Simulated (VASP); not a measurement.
# IrC (F-43m) in VASP: reference runs, part 2 of 2

VASP 6.6.1. Earlier steps stand in the parts before.

### Step 3. Single point, PBE (atoms moved at random, drawn with an rms of 0.05 Å)

The input, INCAR:

```
SYSTEM = IrC
ALGO     = Normal         ! electronic algorithm
EDIFF    = 1E-7           ! SCF threshold, eV
ENCUT    = 520            ! plane-wave cutoff, eV
GGA      = PE             ! functional
ISIF     = 2              ! what is computed and relaxed
ISMEAR   = -1             ! smearing method
LASPH    = .True.         ! aspherical terms in the spheres
LCHARG   = .False.        ! write CHGCAR
LREAL    = .False.        ! projectors in reciprocal space
LWAVE    = .False.        ! write WAVECAR
NBANDS   = 14             ! bands
NELM     = 60             ! most SCF steps
PREC     = Accurate       ! precision mode
SIGMA    = 0.05           ! smearing width, eV
```

The input, KPOINTS:

```
k-points
0
Gamma
  10 10 10
  0 0 0
```

The input, POSCAR:

```
IrC
1.0
    0.0000000000      2.3104300000      2.3104300000
    2.3104300000      0.0000000000      2.3104300000
    2.3104300000      2.3104300000      0.0000000000
Ir C
1 1
Direct
   -0.0188630000      0.0135020000     -0.0070480000
    0.7370600000      0.7490140000      0.7444060000
```

Potentials or basis: VASP PAW PBE potentials, release 64 (Ir, C).

The run is started by

```console
> cat potpaw_PBE.64/Ir/POTCAR potpaw_PBE.64/C/POTCAR > POTCAR
> mpirun -np 1 vasp_std > vasp.out
```

OUTCAR:

```text
SYSTEM = IrC
   EDIFF = 1E-7
   ENCUT = 520
   GGA = PE
   ISIF = 2
   ISMEAR = -1
   LASPH = .True.
   LREAL = .False.
   NELM = 60
   PREC = Accurate

 ion  position               nearest neighbor table
   1  0.981  0.014  0.993-   2 1.96   2 2.01   2 2.02   2 2.02
   2  0.737  0.749  0.744-   1 1.96   1 2.01   1 2.02   1 2.02

  LATTYP: Found a face centered cubic cell.
 ALAT       =     4.6208600000

  Lattice vectors:

 A1 = (   0.0000000000,   2.3104300000,   2.3104300000)
 A2 = (   2.3104300000,   0.0000000000,   2.3104300000)
 A3 = (   2.3104300000,   2.3104300000,   0.0000000000)

Analysis of symmetry for initial positions (statically):
=====================================================================
 Subroutine PRICEL returns:
 Original cell was already a primitive cell.

 Routine SETGRP: Setting up the symmetry group for a
 face centered cubic supercell.

 Subroutine GETGRP returns: Found  1 space group operations
 (whereof  1 operations were pure point group operations)
 out of a pool of 48 trial point group operations.

The static configuration has the point symmetry C_1 .

Analysis of symmetry for dynamics (positions and initial velocities):
=====================================================================
 Subroutine PRICEL returns:
 Original cell was already a primitive cell.

 Routine SETGRP: Setting up the symmetry group for a
 face centered cubic supercell.

 Subroutine GETGRP returns: Found  1 space group operations
 (whereof  1 operations were pure point group operations)
 out of a pool of 48 trial point group operations.

The dynamic configuration has the point symmetry C_1 .

 Subroutine INISYM returns: Found  1 space group operations
 (whereof  1 operations are pure point group operations),
 and found     1 'primitive' translations

----------------------------------------------------------------------------------------

                                     Primitive cell

  volume of cell :      24.6666

  direct lattice vectors                    reciprocal lattice vectors
     0.000000000  2.310430000  2.310430000    -0.216409932  0.216409932  0.216409932
     2.310430000  0.000000000  2.310430000     0.216409932 -0.216409932  0.216409932
     2.310430000  2.310430000  0.000000000     0.216409932  0.216409932 -0.216409932

  length of vectors
     3.267441441  3.267441441  3.267441441     0.374832998  0.374832998  0.374832998

  position of ions in fractional coordinates (direct lattice)
     0.981137000  0.013502000  0.992952000
     0.737060000  0.749014000  0.744406000

  ion indices of the primitive-cell ions
   primitive index   ion index
                 1           1
                 2           2

----------------------------------------------------------------------------------------

 KPOINTS: k-points

Automatic generation of k-mesh.
 Grid dimensions read from file:
 generate k-points for:   10   10   10

 Generating k-lattice:

  Cartesian coordinates                     Fractional coordinates (reciprocal lattice)
[... 39 lines left out ...]
  0.000000  0.100000  0.100000      2.000000
  0.100000  0.000000  0.100000      2.000000
 [... further k-points ...]
   k-points           NKPTS =    504   k-points in BZ     NKDIM =    504   number of bands    NBANDS=     14
   number of dos      NEDOS =    301   number of ions     NIONS =      2
   total plane-waves  NPLWV =  13824
   dimension x,y,z NGX =    24 NGY =   24 NGZ =   24
   dimension x,y,z NGXF=    48 NGYF=   48 NGZF=   48
   ions per type =               1   1
   NGX,Y,Z   is equivalent  to a cutoff of  12.21, 12.21, 12.21 a.u.
   NGXF,Y,Z  is equivalent  to a cutoff of  24.42, 24.42, 24.42 a.u.
 SYSTEM =  IrC
   PREC   = accura    normal or accurate (medium, high low for compatibility)
   ISTART =      0    job   : 0-new  1-cont  2-samecut
   ICHARG =      2    charge: 1-file 2-atom 10-const
   ISPIN  =      1    spin polarized calculation?
   LNONCOLLINEAR =      F non collinear calculations
   LSORBIT =      F    spin-orbit coupling
   LASPH  =      T    aspherical Exc in radial PAW
   ENCUT  =  520.0 eV  38.22 Ry    6.18 a.u.   6.08  6.08  6.08*2*pi/ulx,y,z
   NELM   =     60;   NELMIN=  2; NELMDL= -5     # of ELM steps
   EDIFF  = 0.1E-06   stopping-criterion for ELM
   LREAL  =      F    real-space projection
   EDIFFG = 0.1E-05   stopping-criterion for IOM
   NSW    =      0    number of steps for IOM
   IBRION =     -1    ionic relax: 0-MD 1-quasi-New 2-CG
   NFREE  =      0    steps in history (QN), initial steepest desc. (CG)
   ISIF   =      2    stress and relaxation
   ISYM   =      2    0-nonsym 1-usesym 2-fastsym
   POTIM  = 0.5000    time-step for ionic-motion
   TEBEG  =    0.0;   TEEND  =   0.0 temperature during run
   PSTRESS=    0.0 pullay stress
   NELECT =      13.0000    total number of electrons
   NUPDOWN=      -1.0000    fix difference up-down
   EMIN   =  10.00;   EMAX   =-10.00  energy-range for DOS
   EFERMI =   0.00;   METHOD = LEGACY
   ISMEAR =    -1;   SIGMA  =   0.05  broadening in eV -4-tet -1-fermi 0-gaus
   EFERMI_NEDOS =   21; number of points for ismear=-14 and -15
   IALGO  =     38    algorithm
   IMIX   =      4    mixing-type and parameters
     AMIX     =   0.40;   BMIX     =  1.00
     AMIX_MAG =   1.60;   BMIX_MAG =  1.00
  volume/ion in A,a.u.               =      12.33        83.23
  Fermi-wavevector in a.u.,A,eV,Ry     =   1.322370  2.498918 23.792013  1.748664
  Thomas-Fermi vector in A             =   2.452056
   LORBIT       =      0    0 simple, 1 ext, 2 COOP (PROOUT), +10 PAW based schemes
   GGA     = PE    functional components
   LHFCALC =     F    Hartree Fock is set to
   AEXX    =    0.0000 exact exchange contribution
   IVDW    =     0    specifies the selected vdW correction
   LEPSILON=     F    determine dielectric tensor
   LRPA    =     F    only Hartree local field effects (RPA)
 non-spin polarized calculation
  energy-cutoff  :      520.00
  volume of cell :       24.67
 maximum number of plane-waves:       678
   NGX = 13   NGY = 13   NGZ = 13

 number of electron      13.0000000 magnetization

 Free energy of the ion-electron system (eV)
  ---------------------------------------------------
  ext. energy  EPLUGINS =         0.00000000
  ---------------------------------------------------
  free energy    TOTEN  =       -16.98298797 eV

  energy without entropy =      -16.97383581  energy(sigma->0) =      -16.97841189

 E-fermi :   7.4341     XC(G=0): -12.3291

 val. band max:        7.4332181358   @ k =  -0.3000   0.4000  -0.4000
 cond. band min:       7.4400033871   @ k =   0.4000  -0.4000   0.3000
 fundamental gap:      0.0067852513
 Fermi energy:         7.4340689925

 k-point     1 :       0.0000    0.0000    0.0000
  band No.  band energies     occupation
      1      -6.7075      2.00000
      2       0.6942      2.00000
      3       0.8505      2.00000
      4       0.8963      2.00000
      5       5.0996      2.00000
      6       5.1015      2.00000
      7      10.9809      0.00000
      8      13.5774      0.00000
      9      13.6838      0.00000
     10      14.0540      0.00000
     11      21.0496      0.00000
     12      21.2270      0.00000
     13      21.2824      0.00000
     14      25.2132      0.00000
[... 377 lines left out ...]
      1      -6.4753      2.00000
      2       0.5841      2.00000
      3       0.9536      2.00000
      4       1.0236      2.00000
      5       4.8567      2.00000
      6       5.1937      2.00000
      7      11.5099      0.00000
      8      13.3120      0.00000
      9      13.3880      0.00000
     10      13.7428      0.00000
     11      20.1755      0.00000
     12      20.9660      0.00000
     13      21.0109      0.00000
     14      25.4667      0.00000

 [... further k-points ...]

------------------------ aborting loop because EDIFF is reached ----------------------------------------

  FORCE on cell =-STRESS in cart. coord.  units (eV):
  Direction    XX          YY          ZZ          XY          YZ          ZX
  --------------------------------------------------------------------------------------
  -------------------------------------------------------------------------------------
  Total        0.3356968      0.3564820      0.3532170     -0.3118624     -0.4555850      0.2751240
  in kB       21.8046626     23.1547314     22.9426573    -20.2565359    -29.5918103     17.8702481
  external PRESSURE =      22.6340171 kB  Pullay stress =       0.0000000 kB

 VOLUME and BASIS-vectors are now :
 -----------------------------------------------------------------------------
  energy-cutoff  :      520.00
  volume of cell :       24.67
      direct lattice vectors                 reciprocal lattice vectors
     0.000000000  2.310430000  2.310430000    -0.216409932  0.216409932  0.216409932
     2.310430000  0.000000000  2.310430000     0.216409932 -0.216409932  0.216409932
     2.310430000  2.310430000  0.000000000     0.216409932  0.216409932 -0.216409932

 POSITION                                       TOTAL-FORCE (eV/Angst)
 -----------------------------------------------------------------------------------
      2.32534      4.56099      2.29804        -0.502033      0.307712     -0.346078
      3.45044      3.42282      3.43347         0.502033     -0.307712      0.346078
 -----------------------------------------------------------------------------------
    total drift:                               -0.000032      0.000013      0.000006

  FREE ENERGIE OF THE ION-ELECTRON SYSTEM (eV)
  ---------------------------------------------------
  free  energy   TOTEN  =       -16.9829879699 eV

  energy  without entropy=      -16.9738358138  energy(sigma->0) =      -16.97841189
```

Wall time 2 min (1 thread of Intel Xeon Platinum 8375C at 2.90GHz (Ice Lake), shared host); peak memory 0.29 GiB.

What came out:

```yaml
Free_energy: -16.9830 eV
Pressure: 2.3 GPa
Largest_force: 0.683 eV/Å
Band_gap_on_the_k_mesh: none (metal or under the smearing width)
```

Forces on the atoms (eV/Å):
```
Ir  -0.502  0.308 -0.346
C    0.502 -0.308  0.346
```

Stress tensor (GPa, compression positive):
```
 2.18 -2.03  1.79
-2.03  2.32 -2.96
 1.79 -2.96  2.29
```

Levels at points of the mesh, in eV from the Fermi level:
```
           k point  band 3  band 4  band 5  band 6  band 7  band 8  band 9  band 10  band 11  band 12
(0.00, 0.00, 0.00)   -6.58   -6.54   -2.33   -2.33    3.55    6.14    6.25     6.62    13.62    13.79
(0.50, 0.00, 0.00)   -6.04   -5.97   -1.80   -1.65   -0.77    3.79    3.97     6.69    10.86    15.28
(0.00, 0.50, 0.00)   -5.81   -5.79   -1.76   -1.72   -1.11    3.46    3.51     6.76    11.16    15.49
(0.00, 0.00, 0.50)   -6.00   -5.92   -1.82   -1.65   -0.84    3.69    3.90     6.71    10.92    15.27
(0.50, 0.50, 0.50)   -6.05   -5.98   -1.80   -1.65   -0.75    3.82    3.99     6.68    10.84    15.28
(0.50, 0.50, 0.00)   -3.93   -3.71   -3.03   -1.27   -0.14    0.67    0.86    10.54    12.23    12.74
(0.00, 0.50, 0.50)   -3.97   -3.66   -3.04   -1.27   -0.14    0.62    0.90    10.54    12.24    12.75
(0.50, 0.00, 0.50)   -3.92   -3.73   -3.03   -1.27   -0.14    0.68    0.84    10.54    12.23    12.74
```
